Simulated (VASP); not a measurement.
# GaAs (R3m) in VASP: single point with r2SCAN

Aim: the single point of GaAs with r2SCAN.

Program: VASP 6.6.1. These are calculated values, not measurements. Logs are shortened: lines on timing, memory, paths and dates and some standing lists are left out, and cuts for length are marked.

**1. The structure**

The structure is trigonal, space group R3m (No. 160). The conventional cell has a = 4.015 Å, b = 4.015 Å, c = 9.900 Å, α = 90.00°, β = 90.00°, γ = 120.00°. Around Ga (site symmetry 3m) lie 4 As at 2.46 to 2.47 Å. As (site symmetry 3m) is surrounded by 4 Ga at 2.46 to 2.47 Å.

The cell was built by a generator and isn't the measured one.

**2. Single point, r2SCAN, non-collinear spin, zero start, spin-orbit coupling**

INCAR

```
SYSTEM = GaAs
PREC = Accurate
ENCUT = 520
EDIFF = 1E-6
ISMEAR = 0
SIGMA = 0.02
LREAL = .False.
LASPH = .True.
NELM = 80
ALGO = Normal
ISIF = 2
LWAVE = .False.
LCHARG = .True.
LNONCOLLINEAR = .True.
MAGMOM = 0 0 0 0 0 0
LORBIT = 11
LSORBIT = .True.
GGA_COMPAT = .False.
METAGGA = R2SCAN
LMIXTAU = .True.
LVHAR = .True.
NBANDS = 30
```

KPOINTS

```
Automatic mesh
0
Gamma
  8 8 8
  0 0 0
```

POSCAR

```
GaAs
1.0
    0.0125622221      2.8516244445      2.8516244445
    2.8516244445      0.0125622221      2.8516244445
    2.8516244445      2.8516244445      0.0125622221
Ga As
1 1
Direct
    0.0002953000      0.0002953000      0.0002953000
    0.2497050000      0.2497050000      0.2497050000
```

Potentials or basis: VASP PAW PBE potentials, release 64 (Ga_d, As).

Command:

```
cat potpaw_PBE.64/Ga_d/POTCAR potpaw_PBE.64/As/POTCAR > POTCAR
mpirun -np 1 vasp_ncl > vasp.out
```

OUTCAR:

```text
SYSTEM = GaAs
   PREC = Accurate
   ENCUT = 520
   EDIFF = 1E-6
   ISMEAR = 0
   LREAL = .False.
   LASPH = .True.
   NELM = 80
   ISIF = 2
   LNONCOLLINEAR = .True.
   LORBIT = 11
   LSORBIT = .True.
   METAGGA = R2SCAN

 ion  position               nearest neighbor table
   1  0.000  0.000  0.000-   2 2.46   2 2.46   2 2.46   2 2.47
   2  0.250  0.250  0.250-   1 2.46   1 2.46   1 2.46   1 2.47

  LATTYP: Found a trigonal (rhomboedric) cell.
 ALAT       =     4.0328255299
 COS(alpha) =     0.5044003920

  Lattice vectors:

 A1 = (   0.0125622221,   2.8516244445,   2.8516244445)
 A2 = (   2.8516244445,   0.0125622221,   2.8516244445)
 A3 = (   2.8516244445,   2.8516244445,   0.0125622221)

Analysis of symmetry for initial positions (statically):
=====================================================================
 Subroutine PRICEL returns:
 Original cell was already a primitive cell.

 Routine SETGRP: Setting up the symmetry group for a
 trigonal (rhombohedral) supercell.

 Subroutine GETGRP returns: Found  6 space group operations
 (whereof  6 operations were pure point group operations)
 out of a pool of 12 trial point group operations.

The static configuration has the point symmetry C_3v.

Analysis of symmetry for dynamics (positions and initial velocities):
=====================================================================
 Subroutine PRICEL returns:
 Original cell was already a primitive cell.

 Routine SETGRP: Setting up the symmetry group for a
 trigonal (rhombohedral) supercell.

 Subroutine GETGRP returns: Found  6 space group operations
 (whereof  6 operations were pure point group operations)
 out of a pool of 12 trial point group operations.

The dynamic configuration has the point symmetry C_3v.

Analysis of structural, dynamic, and magnetic symmetry:
=====================================================================
 Subroutine PRICEL returns:
 Original cell was already a primitive cell.

 Routine SETGRP: Setting up the symmetry group for a
 trigonal (rhombohedral) supercell.

 Subroutine GETGRP returns: Found  6 space group operations
 (whereof  6 operations were pure point group operations)
 out of a pool of 12 trial point group operations.

The overall configuration has the point symmetry C_3v.

[... 960 lines left out ...]
  Total       -0.2352218     -0.2352218     -0.2352218     -0.0745360     -0.0745360     -0.0745360
  in kB       -8.1801365     -8.1801365     -8.1801365     -2.5920836     -2.5920836     -2.5920836
  external PRESSURE =      -8.1801365 kB  Pullay stress =       0.0000000 kB

 VOLUME and BASIS-vectors are now :
 -----------------------------------------------------------------------------
  energy-cutoff  :      520.00
  volume of cell :       46.07
      direct lattice vectors                 reciprocal lattice vectors
     0.012562222  2.851624445  2.851624445    -0.176501556  0.175727427  0.175727427
     2.851624445  0.012562222  2.851624445     0.175727427 -0.176501556  0.175727427
     2.851624445  2.851624445  0.012562222     0.175727427  0.175727427 -0.176501556

 POSITION                                       TOTAL-FORCE (eV/Angst)
 -----------------------------------------------------------------------------------
      0.00169      0.00169      0.00169        -0.002996     -0.002996     -0.002996
      1.42727      1.42727      1.42727         0.002996      0.002996      0.002996
 -----------------------------------------------------------------------------------
    total drift:                               -0.001146     -0.001146     -0.001146

  FREE ENERGIE OF THE ION-ELECTRON SYSTEM (eV)
  ---------------------------------------------------
  free  energy   TOTEN  =       -27.0681308729 eV

  energy  without entropy=      -27.0681308729  energy(sigma->0) =      -27.06813087

 Spin-Orbit-Coupling matrix elements

 Ion:    1  E_soc:     -0.0113163
 l=   1
     0.0000000    -0.0010819    -0.0010819
    -0.0010819     0.0000000    -0.0010819
    -0.0010819    -0.0010819     0.0000000
 l=   2
     0.0000000    -0.0001606     0.0000000    -0.0001606    -0.0006435
    -0.0001606     0.0000000    -0.0004826    -0.0001606    -0.0001609
     0.0000000    -0.0004826     0.0000000    -0.0004826     0.0000000
    -0.0001606    -0.0001606    -0.0004826     0.0000000    -0.0001609
    -0.0006435    -0.0001609     0.0000000    -0.0001609     0.0000000
 l=   3
     0.0000000     0.0000000     0.0000000     0.0000000     0.0000000     0.0000000     0.0000000
     0.0000000     0.0000000     0.0000000     0.0000000     0.0000000     0.0000000     0.0000000
     0.0000000     0.0000000     0.0000000     0.0000000     0.0000000     0.0000000     0.0000000
     0.0000000     0.0000000     0.0000000     0.0000000     0.0000000     0.0000000     0.0000000
     0.0000000     0.0000000     0.0000000     0.0000000     0.0000000     0.0000000     0.0000000
     0.0000000     0.0000000     0.0000000     0.0000000     0.0000000     0.0000000     0.0000000
     0.0000000     0.0000000     0.0000000     0.0000000     0.0000000     0.0000000     0.0000000

 Ion:    2  E_soc:     -0.0228443
 l=   1
     0.0000000    -0.0038000    -0.0038000
    -0.0038000     0.0000000    -0.0038000
    -0.0038000    -0.0038000     0.0000000
 l=   2
     0.0000000    -0.0000038     0.0000000    -0.0000038    -0.0000036
    -0.0000038     0.0000000    -0.0000027    -0.0000038    -0.0000009
     0.0000000    -0.0000027     0.0000000    -0.0000027     0.0000000
    -0.0000038    -0.0000038    -0.0000027     0.0000000    -0.0000009
    -0.0000036    -0.0000009     0.0000000    -0.0000009     0.0000000
 l=   3
     0.0000000     0.0000000     0.0000000     0.0000000     0.0000000     0.0000000     0.0000000
     0.0000000     0.0000000     0.0000000     0.0000000     0.0000000     0.0000000     0.0000000
     0.0000000     0.0000000     0.0000000     0.0000000     0.0000000     0.0000000     0.0000000
     0.0000000     0.0000000     0.0000000     0.0000000     0.0000000     0.0000000     0.0000000
     0.0000000     0.0000000     0.0000000     0.0000000     0.0000000     0.0000000     0.0000000
     0.0000000     0.0000000     0.0000000     0.0000000     0.0000000     0.0000000     0.0000000
     0.0000000     0.0000000     0.0000000     0.0000000     0.0000000     0.0000000     0.0000000

 total charge

# of ion       s       p       d       tot
------------------------------------------
    1        0.847   0.777   9.995  11.619
    2        1.204   1.626   0.031   2.861
--------------------------------------------------
tot          2.051   2.402  10.026  14.480

 magnetization (x)

# of ion       s       p       d       tot
------------------------------------------
    1        0.000   0.000   0.000   0.000
    2        0.000   0.000  -0.000  -0.000
--------------------------------------------------
tot          0.000   0.000  -0.000   0.000

 magnetization (y)

# of ion       s       p       d       tot
------------------------------------------
    1        0.000   0.000   0.000   0.000
    2        0.000   0.000   0.000   0.000
--------------------------------------------------
tot          0.000   0.000   0.000   0.000

 magnetization (z)

# of ion       s       p       d       tot
------------------------------------------
    1        0.000   0.000   0.000   0.000
    2        0.000   0.000   0.000   0.000
--------------------------------------------------
tot          0.000   0.000   0.000   0.000
```

OSZICAR:

```text
N       E                     dE             d eps       ncg     rms          rms(c)
DAV:   1     0.113944637429E+03    0.11394E+03   -0.85057E+03  7824   0.172E+03
DAV:   2    -0.113951079374E+02   -0.12534E+03   -0.11847E+03  7618   0.455E+02
DAV:   3    -0.285624125969E+02   -0.17167E+02   -0.16952E+02  8542   0.118E+02
[... 11 lines left out ...]
DAV:  15    -0.270681154689E+02   -0.20380E-03   -0.99904E-05  7512   0.103E-01    0.808E-03
DAV:  16    -0.270681222734E+02   -0.68046E-05   -0.10888E-05  9118   0.356E-02    0.409E-03
DAV:  17    -0.270681278907E+02   -0.56172E-05   -0.40818E-06  7050   0.236E-02    0.154E-03
DAV:  18    -0.270681308498E+02   -0.29592E-05   -0.58041E-07  6758   0.945E-03    0.105E-03
DAV:  19    -0.270681308729E+02   -0.23084E-07   -0.36645E-08  4650   0.214E-03
   1 F= -.27068131E+02 E0= -.27068131E+02  d E =-.508938E-25  mag=     0.0000    -0.0000     0.0000
```

stdout:

```text
POSCAR found type information on POSCAR GaAs
 POSCAR found :  2 types and       2 ions
 scaLAPACK will be used
 -----------------------------------------------------------------------------
|                                                                             |
|                                                                             |
|     You enforced a specific xc type in the INCAR file but a different       |
|     I HOPE YOU KNOW WHAT YOU ARE DOING!                                     |
|                                                                             |
 -----------------------------------------------------------------------------

 LDA part: xc-table for (None), standard interpolation
 POSCAR, INCAR and KPOINTS ok, starting setup
 FFT: planning ... GRIDC
 FFT: planning ... GRID_SOFT
 FFT: planning ... GRID
 WAVECAR not read
 entering main loop
```

Run time: 52 min. Hardware: 1 thread of Intel Xeon Platinum 8375C at 2.90GHz (Ice Lake), shared host; peak memory 0.49 GiB.

Results:

```
Free energy                                           : -27.0681 eV
Pressure                                              : -0.8 GPa
Largest force                                         : 0.005 eV/Å
Net moment                                            : 0.00 μB per cell
Valence electrons inside the program's atomic spheres : Ga 11.62; As 2.86
```

Forces on the atoms (eV/Å):
```
Ga  -0.003 -0.003 -0.003
As   0.003  0.003  0.003
```

Stress tensor (GPa, compression positive):
```
-0.82 -0.26 -0.26
-0.26 -0.82 -0.26
-0.26 -0.26 -0.82
```

Moments on the atoms (μB; x, y, z):
```
Ga  0.00 0.00 0.00
As  0.00 0.00 0.00
```

Caveat: the PAW data sets were made with another functional, which shifts forces and pressure a little.
